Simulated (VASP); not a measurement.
All values below come from PBEsol GGA, VASP's PBE PAW potentials (set 64) (plane waves; VASP).

The input files of a VASP run:

**INCAR**
```
SYSTEM = MoSi2
PREC = Accurate
ENCUT = 500
EDIFF = 1E-6
NELM = 100
ALGO = Normal
LREAL = .FALSE.
LASPH = .TRUE.
ISMEAR = 1
SIGMA = 0.1
GGA = PS
LMAXMIX = 4
LWAVE = .FALSE.
LCHARG = .FALSE.
IBRION = 2
ISIF = 3
NSW = 40
EDIFFG = -0.02
PSTRESS = 300
```

### POSCAR
```
MoSi2
1.0
 -1.5525763634   1.5525763634   3.8282305699
  1.5525763634  -1.5525763634   3.8282305699
  1.5525763634   1.5525763634  -3.8282305699
Si Mo
2 1
Cart
 -0.0000000000   0.0000000000   5.0993162586
  0.0000000000  -0.0000000000   2.5571448812
  0.0000000000   0.0000000000   0.0000000000
```

**KPOINTS**
```
kpoints
0
G
14 14 14
0 0 0
```

POTCAR, in this order: Si Mo_sv (PBE.64 set). Program: vasp_std.

What VASP printed:

OSZICAR:
```
       N       E                     dE             d eps       ncg     rms          rms(c)
DAV:   1     0.121084202680E+03    0.12108E+03   -0.11347E+04  7336   0.136E+03
DAV:   2    -0.228458133617E+02   -0.14393E+03   -0.14193E+03  8902   0.339E+02
DAV:   3    -0.257968468184E+02   -0.29510E+01   -0.29061E+01  9812   0.438E+01
DAV:   4    -0.258097555206E+02   -0.12909E-01   -0.12907E-01  8335   0.340E+00
DAV:   5    -0.258098601170E+02   -0.10460E-03   -0.10459E-03  9812   0.284E-01    0.274E+01
DAV:   6    -0.250488835034E+02    0.76098E+00   -0.59501E+00  8636   0.179E+01    0.681E+00
DAV:   7    -0.249433793349E+02    0.10550E+00   -0.75312E-01  8279   0.577E+00    0.558E+00
DAV:   8    -0.249078008082E+02    0.35579E-01   -0.99812E-02  8706   0.268E+00    0.456E-01
DAV:   9    -0.249069764453E+02    0.82436E-03   -0.20283E-03  9112   0.387E-01    0.217E-01
DAV:  10    -0.249068901096E+02    0.86336E-04   -0.49348E-04  8720   0.213E-01    0.610E-02
DAV:  11    -0.249068819736E+02    0.81360E-05   -0.11153E-04  8678   0.857E-02    0.203E-02
DAV:  12    -0.249068808631E+02    0.11104E-05   -0.14005E-05  8538   0.277E-02    0.606E-03
DAV:  13    -0.249068803758E+02    0.48736E-06   -0.67558E-07  4339   0.845E-03
   1 F= -.17995343E+02 E0= -.17995329E+02  d E =-.179953E+02
       N       E                     dE             d eps       ncg     rms          rms(c)
DAV:   1    -0.267193895509E+02   -0.18125E+01   -0.69152E+01  8167   0.967E+01    0.303E+01
DAV:   2    -0.240960355248E+02    0.26234E+01   -0.14502E+01  7922   0.355E+01    0.444E+00
DAV:   3    -0.239512425180E+02    0.14479E+00   -0.45306E-01  7796   0.508E+00    0.228E+00
DAV:   4    -0.239124974520E+02    0.38745E-01   -0.12874E-01  8839   0.369E+00    0.209E+00
DAV:   5    -0.239137119282E+02   -0.12145E-02   -0.52989E-03  8608   0.640E-01    0.741E-01
DAV:   6    -0.239139493510E+02   -0.23742E-03   -0.13757E-03  8440   0.308E-01    0.521E-02
DAV:   7    -0.239139378741E+02    0.11477E-04   -0.44931E-05  9056   0.529E-02    0.212E-02
DAV:   8    -0.239139367267E+02    0.11474E-05   -0.24847E-06  8669   0.105E-02    0.851E-03
DAV:   9    -0.239139363881E+02    0.33865E-06   -0.10492E-07  4066   0.295E-03
   2 F= -.17749792E+02 E0= -.17749825E+02  d E =0.245551E+00
       N       E                     dE             d eps       ncg     rms          rms(c)
DAV:   1    -0.264534701216E+02   -0.25395E+01   -0.39653E+01  8258   0.747E+01    0.172E+01
DAV:   2    -0.249766639998E+02    0.14768E+01   -0.15287E+01  8118   0.318E+01    0.296E+00
DAV:   3    -0.247552554046E+02    0.22141E+00   -0.11408E+00  7789   0.676E+00    0.126E+00
DAV:   4    -0.247384055025E+02    0.16850E-01   -0.99722E-02  8734   0.263E+00    0.416E-01
DAV:   5    -0.247385339802E+02   -0.12848E-03   -0.12120E-02  8706   0.920E-01    0.494E-01
DAV:   6    -0.247387148668E+02   -0.18089E-03   -0.22855E-03  7943   0.306E-01    0.333E-02
DAV:   7    -0.247387097701E+02    0.50967E-05   -0.66096E-05  9162   0.582E-02    0.208E-02
DAV:   8    -0.247387078938E+02    0.18763E-05   -0.12557E-05  8839   0.260E-02    0.815E-03
DAV:   9    -0.247387075229E+02    0.37093E-06   -0.45811E-07  4066   0.560E-03
   3 F= -.18031825E+02 E0= -.18031829E+02  d E =-.364826E-01
       N       E                     dE             d eps       ncg     rms          rms(c)
DAV:   1    -0.247328813326E+02    0.58266E-02   -0.45029E-03  8307   0.782E-01    0.207E-01
DAV:   2    -0.247327112780E+02    0.17005E-03   -0.13836E-03  8223   0.310E-01    0.367E-02
DAV:   3    -0.247326947772E+02    0.16501E-04   -0.80069E-05  7915   0.560E-02    0.132E-02
DAV:   4    -0.247326931054E+02    0.16719E-05   -0.85611E-06  8384   0.286E-02    0.106E-02
DAV:   5    -0.247326937916E+02   -0.68624E-06   -0.64854E-07  3933   0.830E-03
   4 F= -.18031865E+02 E0= -.18031869E+02  d E =-.365220E-01
       N       E                     dE             d eps       ncg     rms          rms(c)
DAV:   1    -0.247286036801E+02    0.40894E-02   -0.21491E-03  8293   0.540E-01    0.143E-01
DAV:   2    -0.247285225008E+02    0.81179E-04   -0.65909E-04  8202   0.214E-01    0.251E-02
DAV:   3    -0.247285147965E+02    0.77043E-05   -0.37986E-05  7873   0.387E-02    0.898E-03
DAV:   4    -0.247285141583E+02    0.63822E-06   -0.40379E-06  7768   0.196E-02
   5 F= -.18031855E+02 E0= -.18031859E+02  d E =-.365123E-01
       N       E                     dE             d eps       ncg     rms          rms(c)
DAV:   1    -0.247268299722E+02    0.16848E-02   -0.64103E-02  7944   0.251E+00    0.233E-01
DAV:   2    -0.247255988967E+02    0.12311E-02   -0.20871E-03  9147   0.396E-01    0.114E-01
DAV:   3    -0.247252546221E+02    0.34427E-03   -0.94284E-04  9189   0.258E-01    0.378E-02
DAV:   4    -0.247252526708E+02    0.19512E-05   -0.40791E-05  7901   0.472E-02    0.154E-02
DAV:   5    -0.247252524578E+02    0.21306E-06   -0.13553E-06  6777   0.898E-03
   6 F= -.18032163E+02 E0= -.18032159E+02  d E =-.308164E-03
       N       E                     dE             d eps       ncg     rms          rms(c)
DAV:   1    -0.247265240407E+02   -0.12714E-02   -0.56781E-03  7916   0.746E-01    0.703E-02
DAV:   2    -0.247264153873E+02    0.10865E-03   -0.18543E-04  9112   0.119E-01    0.340E-02
DAV:   3    -0.247263849038E+02    0.30483E-04   -0.81738E-05  9189   0.753E-02    0.107E-02
DAV:   4    -0.247263845244E+02    0.37940E-06   -0.34925E-06  7669   0.139E-02
   7 F= -.18032230E+02 E0= -.18032229E+02  d E =-.374912E-03
```

**OUTCAR**
```
------------------------ aborting loop because EDIFF is reached ----------------------------------------
  FORCE on cell =-STRESS in cart. coord.  units (eV):
  Direction    XX          YY          ZZ          XY          YZ          ZX
  --------------------------------------------------------------------------------------
  Total        6.7480227      6.7480227      6.7107896      0.0000000      0.0000000      0.0000000
  in kB      302.4140978    302.4140978    300.7454919      0.0000000      0.0000000      0.0000000
  external PRESSURE =       1.8578958 kB  Pullay stress =     300.0000000 kB
  volume of cell :       35.75
      direct lattice vectors                 reciprocal lattice vectors
    -1.534881154  1.534881154  3.793810052     0.000000000  0.325758121  0.131793630
     1.534881154 -1.534881154  3.793810052     0.325758121  0.000000000  0.131793630
     1.534881154  1.534881154 -3.793810052     0.325758121  0.325758121  0.000000000
 POSITION                                       TOTAL-FORCE (eV/Angst)
 -----------------------------------------------------------------------------------
      0.00000      0.00000      5.05554         0.000000      0.000000      0.016531
      0.00000      0.00000      2.53208        -0.000000     -0.000000     -0.016531
      0.00000      0.00000      0.00000         0.000000      0.000000     -0.000000
 -----------------------------------------------------------------------------------
    total drift:                               -0.000000      0.000000      0.000000
  FREE ENERGIE OF THE ION-ELECTRON SYSTEM (eV)
  ---------------------------------------------------
  free  energy   TOTEN  =       -24.7263845244 eV

  energy  without entropy=      -24.7263818521  energy(sigma->0) =      -24.72638363
  enthalpy is  TOTEN    =       -18.0322296856 eV   P V=        6.6941548388

 reached required accuracy - stopping structural energy minimisation
```
(Selected blocks of OUTCAR.)

File CONTCAR:
```
MoSi2
   1.00000000000000
    -1.5348811535660796    1.5348811535660796    3.7938100516777213
     1.5348811535660796   -1.5348811535660796    3.7938100516777213
     1.5348811535660796    1.5348811535660796   -3.7938100516777213
  Si              Mo
     2     1
Direct
     0.6662880279448162    0.6662880279448162    0.0000000000000000
     0.3337119720551836    0.3337119720551836    0.0000000000000000
     0.0000000000000000    0.0000000000000000    0.0000000000000000
```

File OUTCAR:
```
 val. band max:       14.0278316767   @ k =  -0.4286   0.5000   0.2857

 cond. band min:      14.0684168471   @ k =  -0.4286   0.4286   0.3571


 Fermi energy:        14.0446240847

 k-point     1 :       0.0000    0.0000    0.0000
  band No.  band energies     occupation
      1     -46.4410      2.00000
      2     -20.7361      2.00000
      3     -20.5510      2.00000
      4     -20.5510      2.00000
      5      -0.3476      2.00000
      6       6.8818      2.00000
      7      10.3604      2.00000
      8      10.6970      2.00000
      9      11.0888      2.00000
     10      11.0888      2.00000
     11      14.5404     -0.00000
     12      16.7034      0.00000
     13      17.9942      0.00000
     14      18.0744      0.00000
     15      18.0744      0.00000

 k-point     2 :       0.0714    0.0000    0.0000
  band No.  band energies     occupation
      1     -46.4393      2.00000
      2     -20.7345      2.00000
      3     -20.5722      2.00000
      4     -20.5491      2.00000
      5      -0.2434      2.00000
      6       6.9137      2.00000
      7      10.1114      2.00000
      8      10.3897      2.00000
      9      11.1561      2.00000
     10      11.4327      2.00000
     11      14.2092     -0.04192
     12      17.0175      0.00000
     13      17.5213      0.00000
     14      17.6055      0.00000
     15      18.4174      0.00000

 k-point     3 :       0.1429    0.0000   -0.0000
  band No.  band energies     occupation
      1     -46.4346      2.00000
      2     -20.7301      2.00000
      3     -20.6311      2.00000
      4     -20.5436      2.00000
      5       0.0640      2.00000
      6       6.9773      2.00000
      7       9.2829      2.00000
      8      10.4294      2.00000
      9      11.3505      2.00000
     10      11.6620      2.00000
     11      13.5248      2.00000
     12      16.6809      0.00000
     13      17.0647      0.00000
     14      17.8025      0.00000
     15      18.8617      0.00000
...
```

Energy and stress use the plane-wave basis of the starting cell.

The compound is MoSi2 in the MoSi2 type structure. This run relaxes it under an external pressure of 30 GPa. Symmetry was kept, so distortions that lower it aren't found.
